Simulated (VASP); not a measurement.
Consider the following.

```yaml
crystal:
  lattice:
    - [0.00000, 3.12393, 3.12393]
    - [3.12393, 0.00000, 3.12393]
    - [3.12393, 3.12393, 0.00000]
  atoms:
    - { symbol: Ba, position: [0.00000, 0.00000, 0.00000] }
    - { symbol: F, position: [0.25000, 0.25000, 0.25000] }
    - { symbol: F, position: [0.75000, 0.75000, 0.75000] }
```

Level of theory: PBE GGA with D3 dispersion (Becke-Johnson damping), VASP's PBE PAW potentials (set 64) (plane waves; VASP). Numerical set-up: 520 eV cut-off, 6×6×6 Γ-centred mesh, Gaussian smearing of 0.050 eV, potentials Ba_sv F.

What does the run give for the energy per atom (σ→0)?

| Quantity | Value |
|---|---|
| energy per atom (σ→0) | -563.4 kJ/mol-atom |

The absolute energy has meaning only against runs of the same code, potentials and settings.

The compound is BaF2 in the fluorite structure. It was relaxed first. The start is the result of an earlier pass.
